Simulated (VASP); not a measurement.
VASP ran on this input.

File POSCAR:
```
Te
1
    2.1588972704    -3.7393194879    -0.0000000000
    2.1588972704     3.7393194879     0.0000000000
   -0.0000000000     0.0000000000     5.9549187471
Te
3
Direct
  0.0000000000   0.2842793508   0.6666670000
  0.7157206492   0.7157206492   0.0000000000
  0.2842793508   0.0000000000   0.3333330000
```

**KPOINTS**
```
Automatic
0
gamma
 6 6 4
0 0 0
```

**INCAR**
```
SYSTEM = Te
PREC = Accurate
ENCUT = 500
EDIFF = 1E-6
NELM = 100
ALGO = Normal
LREAL = .FALSE.
LASPH = .TRUE.
ISMEAR = 0
SIGMA = 0.05
GGA = PS
LMAXMIX = 4
LWAVE = .FALSE.
LCHARG = .FALSE.
IBRION = 2
ISIF = 3
NSW = 40
EDIFFG = -0.02
PSTRESS = 50
```

POTCAR, in this order: Te (PBE.64 set). Program: vasp_std.

Problem. Translate this PBEsol calculation to Ansatz.

Solution. One equivalent input (not run):
Ansatz 0.2 input:
```yaml
crystal:
  lattice:
    - [2.1588973, -3.7393195, 0.0000000]
    - [2.1588973, 3.7393195, 0.0000000]
    - [0.0000000, 0.0000000, 5.9549187]
  atoms:
    - { symbol: Te, position: [0.0000000, 0.2842794, 0.6666670] }
    - { symbol: Te, position: [0.7157206, 0.7157206, 0.0000000] }
    - { symbol: Te, position: [0.2842794, 0.0000000, 0.3333330] }
kpoints:
  mp_grid: { grid: [6, 6, 4] }
hamiltonian:
  xc: pbesol
  pseudopotentials: { kind: paw }
scf:
  occupations: { method: gaussian, width: 0.05 }
  max_iter: 100
relax:
  max_steps: 40
  f_tol: 0.02
  cell: { p_target: 5 }
output: { forces: true, stress: true, eigenvalues: true }
```
The two are equivalent in intent, not identical: each code has its own PAW files, so the cut-off isn't converted (ENCUT is set for VASP's; basis.ecutwfc is left out, and Ansatz then takes the one that its files recommend); Ansatz stops its SCF on the density residual and VASP on the energy change (EDIFF).

The compound is Te in the trig structure. This run relaxes it under an external pressure of 5 GPa. Symmetry was kept, so distortions that lower it aren't found.
